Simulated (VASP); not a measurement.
Output of a VASP run:

### OSZICAR
```
...
   1 F= 0.34839139E+01 E0= 0.34839594E+01  d E =0.348391E+01
       N       E                     dE             d eps       ncg     rms          rms(c)
DAV:   1    -0.423654812483E+01   -0.53510E-01   -0.85803E-01  4273   0.756E+00    0.699E-01
DAV:   2    -0.422056980051E+01    0.15978E-01   -0.16719E-02  4251   0.134E+00    0.380E-01
DAV:   3    -0.421447027224E+01    0.60995E-02   -0.11147E-02  4311   0.107E+00    0.135E-01
DAV:   4    -0.421438748971E+01    0.82783E-04   -0.10411E-03  4698   0.285E-01    0.209E-02
DAV:   5    -0.421438098348E+01    0.65062E-05   -0.69655E-05  4420   0.848E-02    0.135E-02
DAV:   6    -0.421437887264E+01    0.21108E-05   -0.56483E-06  4365   0.224E-02    0.246E-03
DAV:   7    -0.421437878226E+01    0.90384E-07   -0.21323E-07  2166   0.437E-03
   2 F= 0.34813719E+01 E0= 0.34817358E+01  d E =-.254196E-02
       N       E                     dE             d eps       ncg     rms          rms(c)
DAV:   1    -0.425961541880E+01   -0.45237E-01   -0.70407E-01  4273   0.684E+00    0.630E-01
DAV:   2    -0.424641534915E+01    0.13200E-01   -0.13699E-02  4225   0.120E+00    0.345E-01
DAV:   3    -0.424130293085E+01    0.51124E-02   -0.94188E-03  4299   0.973E-01    0.120E-01
DAV:   4    -0.424123901275E+01    0.63918E-04   -0.85791E-04  4675   0.258E-01    0.202E-02
DAV:   5    -0.424123396091E+01    0.50518E-05   -0.60592E-05  4404   0.795E-02    0.126E-02
DAV:   6    -0.424123152285E+01    0.24381E-05   -0.60867E-06  4330   0.238E-02    0.213E-03
DAV:   7    -0.424123145449E+01    0.68359E-07   -0.20207E-07  2137   0.420E-03
   3 F= 0.34802021E+01 E0= 0.34803185E+01  d E =-.371175E-02
       N       E                     dE             d eps       ncg     rms          rms(c)
DAV:   1    -0.421948367518E+01    0.21748E-01   -0.35023E-01  4328   0.516E+00    0.549E-01
DAV:   2    -0.421014300096E+01    0.93407E-02   -0.14391E-02  4232   0.122E+00    0.262E-01
DAV:   3    -0.420767836509E+01    0.24646E-02   -0.49596E-03  4390   0.706E-01    0.145E-01
DAV:   4    -0.420754782797E+01    0.13054E-03   -0.58613E-04  4450   0.209E-01    0.164E-02
DAV:   5    -0.420754461927E+01    0.32087E-05   -0.48940E-05  4596   0.718E-02    0.128E-02
DAV:   6    -0.420754423316E+01    0.38611E-06   -0.27969E-06  3485   0.143E-02
   4 F= 0.34791586E+01 E0= 0.34792485E+01  d E =-.104356E-02
       N       E                     dE             d eps       ncg     rms          rms(c)
DAV:   1    -0.420660084776E+01    0.94377E-03   -0.27453E-04  4361   0.145E-01    0.145E-02
DAV:   2    -0.420659411960E+01    0.67282E-05   -0.10502E-05  4242   0.332E-02    0.724E-03
DAV:   3    -0.420659237043E+01    0.17492E-05   -0.35674E-06  4092   0.190E-02    0.416E-03
DAV:   4    -0.420659242567E+01   -0.55235E-07   -0.42334E-07  2089   0.574E-03
   5 F= 0.34791557E+01 E0= 0.34792465E+01  d E =-.104645E-02
       N       E                     dE             d eps       ncg     rms          rms(c)
DAV:   1    -0.419825350516E+01    0.83389E-02   -0.21580E-02  4251   0.129E+00    0.138E-01
DAV:   2    -0.419764785280E+01    0.60565E-03   -0.95902E-04  4205   0.317E-01    0.660E-02
DAV:   3    -0.419749651566E+01    0.15134E-03   -0.31433E-04  4329   0.181E-01    0.366E-02
DAV:   4    -0.419748948499E+01    0.70307E-05   -0.37120E-05  4644   0.527E-02    0.378E-03
DAV:   5    -0.419748932221E+01    0.16278E-06   -0.31848E-06  3416   0.181E-02
   6 F= 0.34790739E+01 E0= 0.34791558E+01  d E =-.817465E-04
```

OUTCAR:
```
------------------------ aborting loop because EDIFF is reached ----------------------------------------
  FORCE on cell =-STRESS in cart. coord.  units (eV):
  Direction    XX          YY          ZZ          XY          YZ          ZX
  --------------------------------------------------------------------------------------
  Total        7.6565393      7.6565457      7.6469847      0.0000000     -0.0000000     -0.0000000
  in kB      299.2174659    299.2177133    298.8440706      0.0000000     -0.0000000     -0.0000000
  external PRESSURE =      -0.9069168 kB  Pullay stress =     300.0000000 kB
  volume of cell :       41.00
      direct lattice vectors                 reciprocal lattice vectors
     1.530654268 -2.651172056 -0.000000000     0.326657698 -0.188595832  0.000000000
     1.530654268  2.651172056  0.000000000     0.326657698  0.188595832  0.000000000
    -0.000000000 -0.000000000  5.051392844     0.000000000 -0.000000000  0.197965201
 POSITION                                       TOTAL-FORCE (eV/Angst)
 -----------------------------------------------------------------------------------
      1.53065      0.88373      1.26285        -0.000000     -0.000000     -0.000000
      1.53065     -0.88373      3.78854         0.000000      0.000000      0.000000
 -----------------------------------------------------------------------------------
    total drift:                                0.000000      0.000359      0.000006
  FREE ENERGIE OF THE ION-ELECTRON SYSTEM (eV)
  ---------------------------------------------------
  free  energy   TOTEN  =        -4.1974893222 eV

  energy  without entropy=       -4.1972435737  energy(sigma->0) =       -4.19740741
  enthalpy is  TOTEN    =         3.4790739331 eV   P V=        7.6765632553

 reached required accuracy - stopping structural energy minimisation
```
(Selected blocks of OUTCAR.)

**POSCAR**
```
Tl
1
    1.5439772535    -2.6742475413     0.0000000000
    1.5439772535     2.6742475413    -0.0000000000
    0.0000000000     0.0000000000     4.9583775560
Tl
2
Direct
  0.3333330000   0.6666670000   0.2500000000
  0.6666670000   0.3333330000   0.7500000000
```

Problem. Reconstruct the remaining input files.

Solution. This is not unique; one that fits is the input of the run itself, PBEsol GGA, plane waves, VASP's PBE PAW potentials (set 64).

**INCAR**
```
ALGO = Normal
EDIFF = 1E-6
EDIFFG = -0.02
ENCUT = 500
GGA = PS
IBRION = 2
ISIF = 3
ISMEAR = 1
LASPH = T
LCHARG = F
LMAXMIX = 4
LREAL = F
LWAVE = F
NELM = 100
NSW = 40
PREC = Accurate
PSTRESS = 300
SIGMA = 0.1
SYSTEM = Tl
```

File KPOINTS:
```
kpoints
0
gamma
 14 14 8
```

POTCAR, in this order: Tl_d (PBE.64 set). Program: vasp_std.

The compound is Tl in the hcp structure. This run relaxes it under an external pressure of 30 GPa. Symmetry was kept, so distortions that lower it aren't found.
